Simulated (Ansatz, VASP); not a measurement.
## AlGaN2 ([0001] superlattice of 2 + 2 bilayers (invented)): VASP beside Ansatz

Wanted: the spread between two codes on one cell, functional and k mesh. The cell is generated by rule, not measured, and may not be a known phase. The cell is taken from a series of runs on this material, whose earlier steps may have relaxed, scaled, displaced or heated it; both programs get it as it stands.

Main program and level: Ansatz 0.2.0; plane waves, with VASP 6.6.1 beside it; r2SCAN.

### 1. The starting structure

Symmetry: P3m1, No. 156, trigonal system. Conventional cell: a = 3.144 Å, b = 3.144 Å, c = 10.177 Å, α = 90.00°, β = 90.00°, γ = 120.00°. Nearest to Ga lie 4 N at 1.93 to 1.96 Å. Ga has 4 N at 1.93 to 1.96 Å nearest. Nearest to Al lie 4 N at 1.89 to 1.90 Å. Nearest to Al lie 4 N at 1.89 to 1.91 Å. Nearest to N lie 4 Ga at 1.93 to 1.96 Å. Nearest to N lie 3 Al at 1.90 Å and 1 Ga at 1.96 Å. Farther neighbours and most contacts between anions are not listed.

Coordinates:

```cif
data_structure
_symmetry_space_group_name_H-M 'P 1'
_symmetry_Int_Tables_number 1
_cell_length_a 3.1439
_cell_length_b 3.1439
_cell_length_c 10.1769
_cell_angle_alpha 90.000
_cell_angle_beta 90.000
_cell_angle_gamma 120.000
_cell_volume 87.11
loop_
_atom_site_label
_atom_site_type_symbol
_atom_site_fract_x
_atom_site_fract_y
_atom_site_fract_z
_atom_site_occupancy
Ga1 Ga 0.33333 0.66667 0.99630 1
Ga2 Ga 0.66667 0.33333 0.25245 1
Al3 Al 0.33333 0.66667 0.50199 1
Al4 Al 0.66667 0.33333 0.74555 1
N5 N 0.33333 0.66667 0.18852 1
N6 N 0.66667 0.33333 0.44538 1
N7 N 0.33333 0.66667 0.68815 1
N8 N 0.66667 0.33333 0.93165 1
```

### 2. Ansatz: relaxation of cell and atoms, r2SCAN, pair 1

Ansatz runs on its PAW soft_1 files.

The relaxed volume is the usual yardstick between codes: in a stiff, nearly cubic crystal its relative difference is about their pressure difference at one cell divided by the bulk modulus.

input.yaml reads:

```yaml
crystal:
  lattice:
    - [3.1438964841, 0.0, 0.0]
    - [-1.5719482421, 2.7226942221, 0.0]
    - [0.0, 0.0, 10.1769451532]
  atoms:
    - { symbol: Ga, position: [0.3333333333, 0.6666666667, -0.0036973935] }
    - { symbol: Ga, position: [0.6666666667, 0.3333333333, 0.2524539758] }
    - { symbol: Al, position: [0.3333333333, 0.6666666667, 0.5019915536] }
    - { symbol: Al, position: [0.6666666667, 0.3333333333, 0.7455484075] }
    - { symbol: "N", position: [0.3333333333, 0.6666666667, 0.1885209998] }
    - { symbol: "N", position: [0.6666666667, 0.3333333333, 0.4453753919] }
    - { symbol: "N", position: [0.3333333333, 0.6666666667, 0.6881535951] }
    - { symbol: "N", position: [0.6666666667, 0.3333333333, 0.9316534699] }
kpoints:
  mp_grid: { grid: [9, 9, 2] }
hamiltonian:
  xc: r2scan
  pseudopotentials: { kind: paw, azcp: { folder: soft_1 } }
scf:
  occupations: { method: gaussian, width: 0.02 }
output:
  forces: true
  stress: true
  eigenvalues: true
basis:
  ecutwfc: 600.0
relax:
  adjacent_minimum: "off"
  f_tol: 0.005
  max_steps: 80
  cell: { stress_tol: 0.05 }
```

Launch:

```bash
$ ansatz run input.yaml --threads 4 --pin off --max-ram 10240MiB --backend cpu --events-out ev --progress --plain --runs-dir out
```

Numbers of over 12 decimals in the logs are rounded to 6 here.

The program printed:

```text
Engine: ansatz 0.2.0, aarch64-unknown-linux-gnu
Pseudopotentials: kind: paw
Pseudopotential: Ga, paw, valence charge 13, recommended cutoff 500 eV (meta_gga), soft_1/Ga.paw.azcp
Pseudopotential: Al, paw, valence charge 3, recommended cutoff 500 eV (meta_gga), soft_1/Al.paw.azcp
Pseudopotential: N, paw, valence charge 5, recommended cutoff 500 eV (meta_gga), soft_1/N.paw.azcp
Functional definition: r2SCAN
  parameter k0 = 0.174
  parameter k1 = 0.065
  parameter a1 = 4.9479
  exchange = r2scan_x(k0 = k0, k1 = k1, a1 = a1)
  correlation = r2scan_c
Crystal: 8 atoms, lattice volume = 87.113 Å³
Basis set: ecut = 600 eV, 2885 PW (Γ), exchange–correlation on 108×108×360 points (64 copies of the dense FFT grid, shifted against one another)
Bands: 34, of which v1, the nominal top of the filled ones, is band 26 counted from 1 (25 counted from 0)
Symmetry: 6 space group operations
Space group: P3m1 (ITA 156), of the structure as read, at distance tolerance 4.4e-5 Å
k-points: 24 of 162 (time reversal used)
Non-local potential: Ga, projectors of the file, l = 0: 2, l = 1: 2, l = 2: 3, l = 3: 1
Non-local potential: Al, projectors of the file, l = 0: 2, l = 1: 2, l = 2: 1
Non-local potential: N, projectors of the file, l = 0: 2, l = 1: 2, l = 2: 1
PAW form: soft (Blöchl's): semilocal exchange-correlation on the pseudo side does not see the compensation charge
PAW frozen core: Ga, regenerated for the run's functional (the file was generated under x = pbe(κ = 0.804, μ = 0.219515), c = pbe(β = 0.066725))
PAW frozen core: Al, regenerated for the run's functional (the file was generated under x = pbe(κ = 0.804, μ = 0.219515), c = pbe(β = 0.066725))
PAW frozen core: N, regenerated for the run's functional (the file was generated under x = pbe(κ = 0.804, μ = 0.219515), c = pbe(β = 0.066725))
PAW one-centre angular grid: Ga, 590 points (default); XC on 160 Gauss nodes
PAW one-centre angular grid: Al, 302 points (default); XC on 160 Gauss nodes
PAW one-centre angular grid: N, 302 points (default); XC on 160 Gauss nodes
Initial density: superposition of atomic densities (chi_scale 0.1, normalization cell, long waves 23 % of neutral atoms (reshape's long-wave potential 1.23 eV rms, cloud 1.93 Å wide))
Initial wavefunctions: pseudopotential atomic-orbital guess
Functional: x = r2scan, c = r2scan; τ floored in thin density (d = 2e-4 eV/Å³)
SCF iter   1: F=—  HF=-10212.758567 eV  |F-HF|=—  |Δ(HF+E_count)|=         —  Δρ=1.28e-1  dr2=1.39e1  dr2_τ=1.54e0  ethr=3.10e-3  ⟨swp⟩=6.1  Hψ=3351  notcnv=0
preconditioner: auto → Resta (q_TF=auto, 2.503 Å⁻¹)  ε∞=3.6  [insulator: Δε(μ)=3.736 eV  Ē_g=17.642 eV  σ=0.020 eV  W_gap=1.00  n_scr=26 (ndim 8)  ℏωp=28.7 eV  f_vac=0.000  D(μ)=0.00/eV (n_scr^D=0)  ε∞_Penn≈3.6]
SCF iter   2: F=—  HF=-10209.545356 eV  |F-HF|=—  |Δ(HF+E_count)|=    3.21e0  Δρ=5.15e-2  dr2=1.64e0  dr2_τ=2.33e-1  ethr=3.10e-3  ⟨swp⟩=3.0  Hψ=1855  notcnv=0  defer=79
SCF iter   3: F=—  HF=-10209.709351 eV  |F-HF|=—  |Δ(HF+E_count)|=   1.64e-1  Δρ=2.09e-2  dr2=2.95e-1  dr2_τ=1.76e-2  ethr=3.10e-3  ⟨swp⟩=3.3  Hψ=1163  notcnv=0  defer=79
SCF iter   4: F=—  HF=-10209.702910 eV  |F-HF|=—  |Δ(HF+E_count)|=   6.44e-3  Δρ=4.01e-3  dr2=7.08e-3  dr2_τ=6.06e-4  ethr=5.67e-4  ⟨swp⟩=3.3  Hψ=1667  notcnv=0  defer=80
SCF iter   5: F=—  HF=-10209.706257 eV  |F-HF|=—  |Δ(HF+E_count)|=   3.35e-3  Δρ=1.16e-3  dr2=1.25e-3  dr2_τ=1.32e-4  ethr=1.36e-5  ⟨swp⟩=2.6  Hψ=1481  notcnv=0  defer=80
SCF iter   6: F=—  HF=-10209.706039 eV  |F-HF|=—  |Δ(HF+E_count)|=   2.18e-4  Δρ=3.48e-4  dr2=1.14e-4  dr2_τ=1.04e-5  ethr=2.41e-6  ⟨swp⟩=2.0  Hψ=1425  notcnv=0  defer=80
SCF iter   7: F=—  HF=-10209.706026 eV  |F-HF|=—  |Δ(HF+E_count)|=   1.33e-5  Δρ=7.27e-5  dr2=3.27e-6  dr2_τ=2.07e-7  ethr=2.19e-7  ⟨swp⟩=2.0  Hψ=1353  notcnv=0  defer=80
SCF iter   8: F=—  HF=-10209.706029 eV  |F-HF|=—  |Δ(HF+E_count)|=   3.71e-6  Δρ=5.57e-5  dr2=2.32e-6  dr2_τ=2.15e-7  ethr=6.30e-9  ⟨swp⟩=2.0  Hψ=1378  notcnv=0  defer=80
SCF iter   9: F=—  HF=-10209.706028 eV  |F-HF|=—  |Δ(HF+E_count)|=   1.21e-6  Δρ=1.13e-5  dr2=1.26e-7  dr2_τ=8.55e-9  ethr=4.46e-9  ⟨swp⟩=2.0  Hψ=1360  notcnv=0  defer=80
SCF iter  10: F=-10209.706028 eV  HF=-10209.706028 eV  |F-HF|=6.98e-9  |Δ(HF+E_count)|=   1.72e-8  Δρ=2.77e-6  dr2=4.40e-9  dr2_τ=2.38e-10  ethr=1.92e-10  ⟨swp⟩=11.4  Hψ=3965  notcnv=0
SCF 1 converged in 10 iterations: F = -10209.706028 eV  dr2 = 4.40e-9
  greatest PAW one-centre occupation: 0.994 electrons in one spin orbital (limit 2), on the Ga atom at site 0 (counted from 0), in its partial waves of l = 2
relax step   1: F+E_penalty+E_count = -10209.70602802 eV  Δ(F+E_penalty+E_count) = +0.000e0 eV  max|allowed force component| = 9.551e-3 eV/Å  Δτ_max = 0.0000 Å  P = +0.019 GPa  Ω = 87.113 Å³  (10 SCF iters, dr2 threshold 1.00e-7 eV, accepted)
[...]
relax step   2: F+E_penalty+E_count = -10209.70603092 eV  Δ(F+E_penalty+E_count) = -2.897e-6 eV  max|allowed force component| = 3.871e-3 eV/Å  Δτ_max = 0.0003 Å  P = +0.007 GPa  Ω = 87.118 Å³  energy of the carried Pulay correction = -1.324e-6 eV  (4 SCF iters, dr2 threshold 5.70e-9 eV, accepted)
[...]
relax step   3: F+E_penalty+E_count = -10209.70603092 eV  Δ(F+E_penalty+E_count) = -8.440e-10 eV  max|allowed force component| = 3.860e-3 eV/Å  Δτ_max = 0.0000 Å  P = +0.007 GPa  Ω = 87.118 Å³  stress off target by 1.22e-2 GPa  SCF on the basis re-selected at this cell (its energy is not comparable with the rows above)  (4 SCF iters)
basis re-selected at this cell: Δ(F+E_penalty+E_count) = -8.440e-10 eV, ΔP = -0.000 GPa vs the last step (what re-selecting the basis moved, of the pressure what is left beyond the Pulay correction that the steps carried, after the strain that the cell walked since its last selection, with what the two solves' SCF thresholds leave and, on support functions, any second-order correction that the steps lacked; it is no  [...]
SCF converged after 4 iterations
Free energy (F): -10209.706031 eV
Harris-Foulkes:  -10209.706031 eV  (|F-HF|=0.00e0)
Internal energy: -10209.706031 eV  (E = F + TS)
E sigma→0 (E₀):  -10209.706031 eV
Fermi energy:    10.063389 eV
--- Per-component energies (eV) ---
  E_band       = -22.686525
  E_kinetic    = 796.709705
  E_local      = -5191.408669  (includes V_loc(G=0)·N_el)
  E_nonlocal   = -18.723466
  E_hartree    = 2916.742158
  E_xc         = -424.419680
  E_vxc        = -516.016629  (∫ρ·V_xc dr)
  E_paw        = -5493.353133  (= ΣΔE_a)
  E_vpaw       = -954.589776  (= ΣTr[D̂ρ^β])
  E_aug_tail   = 0.000042  (compensation charges beyond the density's cutoff)
  E_vtau       = 27.858005  (kinetic-family band-sum trace: ∫τ·v_τ [+ j·A + Jᵃ·Aᵃ] dr)
  E_ewald      = -2793.708381
  E_core_change = -1.544606  (= ΣΔE_core)
  E_smearing   = -0.000000  (= −TS)
  E_closure    = 0.000000  (closes the sum)
  Σ components = -10209.706031   (vs F -10209.706031, Δ=0.00e0)
--- Forces (eV/Å), atoms counted from 1 ---
  atom   1  Ga     0.00000000    -0.00000000    -0.00158007
  atom   2  Ga    -0.00000000     0.00000000    -0.00385722
  atom   3  Al    -0.00000000     0.00000000     0.00009001
  atom   4  Al     0.00000000    -0.00000000     0.00269046
  atom   5  N     -0.00000000     0.00000000     0.00305947
  atom   6  N      0.00000000    -0.00000000     0.00386147
  atom   7  N     -0.00000000     0.00000000    -0.00088743
  atom   8  N      0.00000000    -0.00000000    -0.00335194
  max |Σ_I F_I| component: 2.48e-5 eV/Å
--- Stress (GPa, compression-positive) ---
        0.004449       0.000000      -0.000000
        0.000000       0.004449       0.000000
       -0.000000       0.000000       0.012197
  P = ⅓ Tr σ = 0.0070 GPa (0.070 kbar)
--- Band table (eV; the first three rows and the last of 24) ---
  k-point 0: bands = [... 22 lower, 7.9223, 8.2386, 8.4302, 8.4302, 11.6965, 13.7065, 14.3409, 14.9971, ... 4 higher]
  k-point 1: bands = [... 22 lower, 7.9671, 7.9671, 8.4139, 8.4139, 12.4374, 13.1278, 14.2398, 15.0598, ... 4 higher]
  k-point 2: bands = [... 22 lower, 7.6063, 7.7135, 8.1476, 8.2949, 12.4542, 14.3270, 14.8138, 15.4744, ... 4 higher]
  k-point 23: bands = [... 22 lower, 6.2367, 6.3102, 6.4357, 6.4917, 14.5161, 14.8717, 16.1943, 16.2745, ... 4 higher]
--- Relaxed structure (2 steps of the walk, 2 accepted, 1 SCFs on fresh bases) ---
  F+E_penalty+E_count = -10209.70603092 eV   max|allowed force component| = 3.860e-3 eV/Å   (the final SCF, on the basis selected at the relaxed cell)
  cell:  # Å, volume = 87.1185 Å³
    - [3.143991, 2.8868444630259288e-11, 0]
    - [-1.571996, 2.722776, 0]
    - [0, 0, 10.176933]
  atoms:
    - { symbol: Ga, position: [0.333333, 0.666667, -0.0037027] }
    - { symbol: Ga, position: [0.666667, 0.333333, 0.252457] }
    - { symbol: Al, position: [0.333333, 0.666667, 0.501990] }
    - { symbol: Al, position: [0.666667, 0.333333, 0.745539] }
    - { symbol: N, position: [0.333333, 0.666667, 0.188537] }
    - { symbol: N, position: [0.666667, 0.333333, 0.445403] }
    - { symbol: N, position: [0.333333, 0.666667, 0.688147] }
    - { symbol: N, position: [0.666667, 0.333333, 0.931629] }
```

Reading the cycles: dr2 is the Hartree energy of the density residual (eV), the measure of convergence; HF is the Harris–Foulkes estimate of the energy, which meets the free energy F at convergence.

[end of part 1 of 3]

[Lines on the potential files, build, host, timing and source positions are cut from VASP's logs without a mark.]

[Logs are printed without paths, hosts, clocks, repeated set-up lines and the standing remarks that a program may print on its own settings, such as how far it seeks lower states.]

[Hosts, paths, dates, database ids (printed as entryN), source tags and the programs' standing remarks are cut or masked in the printed files.]
